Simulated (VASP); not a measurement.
Given:

```
CELL_PARAMETERS angstrom
      0.00000     2.94588     2.94588
      2.94588     0.00000     2.94588
      2.94588     2.94588     0.00000
ATOMIC_POSITIONS crystal
  In 0.00000 0.00000 0.00000
  P  0.25000 0.25000 0.25000
```

Computed with PBE GGA with D3 dispersion (Becke-Johnson damping), VASP's PBE PAW potentials (set 64) (plane waves; VASP). Run with 520 eV cut-off, Gaussian smearing of 0.050 eV, potentials In_d P.

Unless said otherwise, spin-orbit coupling is left out, though it shifts the bands of the heavy elements here.

Give the energies of bands 7 to 12 at the high-symmetry points, in eV from the valence-band maximum.

| band | Γ | X | U | L | W |
|---|---|---|---|---|---|
| 7 | 0.00 | -5.68 | -5.54 | -5.65 | -5.53 |
| 8 | 0.00 | -2.27 | -3.23 | -0.95 | -2.89 |
| 9 | 0.00 | -2.27 | -1.89 | -0.95 | -2.84 |
| 10 | 0.63 | 1.79 | 2.37 | 1.46 | 4.29 |
| 11 | 4.09 | 2.27 | 4.36 | 4.81 | 4.32 |
| 12 | 4.09 | 9.12 | 7.47 | 4.81 | 5.53 |

The gap is direct, 0.63 eV, from the valence maximum at Γ to the conduction minimum at Γ.

Measured: gap 1.47 eV (computed value off by -0.84 eV), as given by Wei Chen et al., Physical Review Materials (2018), doi:10.1103/physrevmaterials.2.073803 [zero-point renormalisation of 0.05 eV added back (the table's ZPR column)].

The compound is InP in the zinc blende structure. It was relaxed first.
